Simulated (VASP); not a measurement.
OSZICAR of a VASP run on WSi$_{2}$ (space group I4/mmm):

### OSZICAR
```
       N       E                     dE             d eps       ncg     rms          rms(c)
DAV:   1     0.874079502871E+02    0.87408E+02   -0.81230E+03  1770   0.101E+03
DAV:   2    -0.233916518589E+02   -0.11080E+03   -0.10953E+03  2176   0.276E+02
DAV:   3    -0.257267983926E+02   -0.23351E+01   -0.23172E+01  2288   0.393E+01
DAV:   4    -0.257421021875E+02   -0.15304E-01   -0.15288E-01  2113   0.356E+00
DAV:   5    -0.257422857065E+02   -0.18352E-03   -0.18351E-03  2337   0.359E-01    0.255E+01
DAV:   6    -0.249619620655E+02    0.78032E+00   -0.47778E+00  2057   0.161E+01    0.871E+00
DAV:   7    -0.248796094674E+02    0.82353E-01   -0.32371E-01  1994   0.336E+00    0.473E+00
DAV:   8    -0.248561786705E+02    0.23431E-01   -0.50280E-02  2225   0.197E+00    0.305E-01
DAV:   9    -0.248557811383E+02    0.39753E-03   -0.12670E-03  2141   0.287E-01    0.178E-01
DAV:  10    -0.248557026273E+02    0.78511E-04   -0.30828E-04  2148   0.171E-01    0.356E-02
DAV:  11    -0.248556966469E+02    0.59804E-05   -0.38393E-05  2232   0.488E-02    0.148E-02
DAV:  12    -0.248556968917E+02   -0.24483E-06   -0.15196E-06  1501   0.867E-03
   1 F= -.24855697E+02 E0= -.24769553E+02  d E =-.172287E+00
```

Q: Which electronic solver shows in the log?

A: It is blocked Davidson (ALGO = Normal, or the opening steps of other solvers). The INCAR had ALGO = Normal.

Q: Can the final energy be trusted as converged?

A: The calculation finished and met its thresholds. It stopped with EDIFF = 1E-6, NELM = 100 (PBE GGA, plane waves, VASP's PBE PAW potentials (set 64)).

The structure is a typed WSi2 crystal. The cell was not relaxed at this level. The k-mesh is coarse (spacing up to 0.35 per Å, 2π included), so the numbers may not be converged in it. The run is one of a series of settings (SIGMA = 0.3, KPOINTS 8×8×8 Γ-centred mesh against the base run), some of them coarse on purpose.
